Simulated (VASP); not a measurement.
Data:

```xyz
4
Lattice="2.9716 0.0000 0.0000 -1.4858 2.5735 0.0000 0.0000 0.0000 5.0441" Properties=species:S:1:pos:R:3 pbc="T T T"
Ga     0.0000     0.0000     0.0000
Ga     0.0000     0.0000     2.5220
N      0.0000     1.7157     1.2610
N      1.4858     0.8578     3.7831
```

Calculation: PBEsol GGA, VASP's PBE PAW potentials (set 64) (plane waves; VASP 6.6.1). Run with 620 eV cut-off, 9×9×5 Γ-centred mesh, Gaussian smearing of 0.050 eV, potentials Ga_d N.

Estimate the energy per atom (σ→0).

```
Item                           Result
---------------------  --------------
energy per atom (σ→0)  -5.994 eV/atom
```

The absolute energy has meaning only against runs of the same code, potentials and settings.

The structure was generated: GaN was put into the NiAs type type (P6_3/mmc), which need not be its known phase. It was relaxed first, which changed the volume by +10 %.
